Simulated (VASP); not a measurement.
Calculation: optB86b-vdW, VASP's PBE PAW potentials (set 64) (plane waves; VASP).

The input files of a VASP run:

### POSCAR
```
HfB2
1
    1.5677040709    -2.7153433332    -0.0000000000
    1.5677040709     2.7153433332     0.0000000000
   -0.0000000000    -0.0000000000     3.4840400627
Hf B
1 2
Direct
  1.0000000000   1.0000000000   0.0000000000
  0.3333330000   0.6666670000   0.5000000000
  0.6666670000   0.3333330000   0.5000000000
```

**INCAR**
```
AGGAC = 0.0
ALGO = Normal
EDIFF = 1E-7
ENCUT = 520
GGA = MK
ISIF = 2
ISMEAR = -5
LASPH = .TRUE.
LCHARG = .TRUE.
LEFG = .TRUE.
LMAXMIX = 6
LORBIT = 11
LREAL = .FALSE.
LUSE_VDW = .TRUE.
LWAVE = .FALSE.
NEDOS = 601
NELM = 100
PARAM1 = 0.1234
PARAM2 = 1.0
PREC = Accurate
SYSTEM = HfB2
```

KPOINTS:
```
Automatic mesh
0
Gamma
13 13 10
0 0 0
```

POTCAR, in this order: Hf_pv B (PBE.64 set). Program: vasp_std.

What VASP printed:

### OSZICAR
```
       N       E                     dE             d eps       ncg     rms          rms(c)
DAV:   1     0.320044444944E+02    0.32004E+02   -0.83814E+03  3024   0.127E+03
DAV:   2    -0.235442196200E+02   -0.55549E+02   -0.52195E+02  3760   0.240E+02
DAV:   3    -0.253051973081E+02   -0.17610E+01   -0.17257E+01  4004   0.325E+01
DAV:   4    -0.253200083080E+02   -0.14811E-01   -0.14923E-01  3720   0.309E+00
DAV:   5    -0.253201669713E+02   -0.15866E-03   -0.16332E-03  3924   0.260E-01    0.525E+01
DAV:   6    -0.230786077367E+02    0.22416E+01   -0.52240E+00  3652   0.149E+01    0.384E+01
DAV:   7    -0.230423462279E+02    0.36262E-01   -0.16246E+00  3808   0.872E+00    0.118E+01
DAV:   8    -0.229808172721E+02    0.61529E-01   -0.46674E-01  3608   0.479E+00    0.189E+00
DAV:   9    -0.229752276841E+02    0.55896E-02   -0.35946E-02  3576   0.146E+00    0.288E-01
DAV:  10    -0.229752086215E+02    0.19063E-04   -0.10745E-03  3700   0.285E-01    0.370E-01
DAV:  11    -0.229752319307E+02   -0.23309E-04   -0.97694E-05  3748   0.841E-02    0.187E-01
DAV:  12    -0.229752223228E+02    0.96079E-05   -0.85340E-06  3720   0.270E-02    0.274E-02
DAV:  13    -0.229752223775E+02   -0.54689E-07   -0.37753E-07  3688   0.626E-03
   1 F= -.22975222E+02 E0= -.22975222E+02  d E =0.000000E+00
```

File OUTCAR:
```
------------------------ aborting loop because EDIFF is reached ----------------------------------------
  FORCE on cell =-STRESS in cart. coord.  units (eV):
  Direction    XX          YY          ZZ          XY          YZ          ZX
  --------------------------------------------------------------------------------------
  Total        0.0258133      0.0258133     -0.0822396      0.0000000      0.0000000     -0.0000000
  in kB        1.3942873      1.3942875     -4.4421133      0.0000000      0.0000000     -0.0000000
  external PRESSURE =      -0.5511795 kB  Pullay stress =       0.0000000 kB
  volume of cell :       29.66
      direct lattice vectors                 reciprocal lattice vectors
     1.567704071 -2.715343333  0.000000000     0.318937744 -0.184138777  0.000000000
     1.567704071  2.715343333  0.000000000     0.318937744  0.184138777  0.000000000
     0.000000000  0.000000000  3.484040063     0.000000000  0.000000000  0.287023106
 POSITION                                       TOTAL-FORCE (eV/Angst)
 -----------------------------------------------------------------------------------
      0.00000      0.00000      0.00000         0.000000     -0.000000     -0.000000
      1.56770      0.90512      1.74202         0.000000      0.000000     -0.000000
      1.56770     -0.90512      1.74202         0.000000     -0.000000      0.000000
 -----------------------------------------------------------------------------------
    total drift:                               -0.000000     -0.000000      0.000000
  FREE ENERGIE OF THE ION-ELECTRON SYSTEM (eV)
  ---------------------------------------------------
  free  energy   TOTEN  =       -22.9752223775 eV

  energy  without entropy=      -22.9752223775  energy(sigma->0) =      -22.97522238

 total charge

# of ion       s       p       d       tot
------------------------------------------
    1        0.296   6.583   1.850   8.730
    2        0.665   1.282   0.000   1.947
    3        0.665   1.282   0.000   1.947
--------------------------------------------------
tot          1.627   9.147   1.850  12.624

 Electric field gradients after diagonalization (V/A^2)
 (convention: |V_zz| > |V_xx| > |V_yy|)
----------------------------------------------------------------------
 ion       V_xx      V_yy      V_zz     asymmetry (V_yy - V_xx)/ V_zz
----------------------------------------------------------------------
   1     -38.535   -38.530    77.065       0.000
   2      -0.905    -0.905     1.810       0.000
   3      -0.905    -0.905     1.810       0.000
```
(Selected blocks of OUTCAR.)

### OUTCAR
```
 val. band max:        7.8337295538   @ k =   0.0769   0.0000   0.3000

 cond. band min:       7.4149458334   @ k =   0.1538   0.1538   0.2000


 Fermi energy:         7.8342708891

 k-point     1 :       0.0000    0.0000    0.0000
  band No.  band energies     occupation
      1     -23.0477      2.00000
      2     -22.5374      2.00000
      3     -22.5374      2.00000
      4      -6.0920      2.00000
      5       4.6169      2.00000
      6       4.7462      2.00000
      7       4.7462      2.00000
      8       4.8502      2.00000
      9      11.6348      0.00000
     10      11.6352      0.00000
     11      12.2329      0.00000
     12      12.2639      0.00000

 k-point     2 :       0.0769    0.0000    0.0000
  band No.  band energies     occupation
      1     -23.0401      2.00000
      2     -22.5843      2.00000
      3     -22.5477      2.00000
      4      -5.9637      2.00000
      5       4.3813      2.00000
      6       4.7376      2.00000
      7       4.7395      2.00000
      8       4.7488      2.00000
      9      11.2734      0.00000
     10      11.5451      0.00000
     11      11.6450      0.00000
     12      11.8000      0.00000

 k-point     3 :       0.1538    0.0000    0.0000
  band No.  band energies     occupation
      1     -23.0190      2.00000
      2     -22.7123      2.00000
      3     -22.5764      2.00000
      4      -5.5909      2.00000
      5       3.4890      2.00000
      6       4.4581      2.00000
      7       4.6994      2.00000
      8       5.0764      2.00000
      9      10.2170      0.00000
     10      11.3095      0.00000
     11      11.3137      0.00000
     12      11.9930      0.00000

 k-point     4 :       0.2308    0.0000    0.0000
  band No.  band energies     occupation
      1     -22.9892      2.00000
      2     -22.8877      2.00000
      3     -22.6164      2.00000
      4      -5.0049      2.00000
      5       2.3687      2.00000
      6       4.1247      2.00000
...
```

For a metal the tetrahedron method with Blöchl corrections gives inexact stress and forces. Unless said otherwise, spin-orbit coupling is left out, though it shifts the bands of the heavy elements here.

The compound is HfB2 in the AlB2 type structure. It was relaxed first.
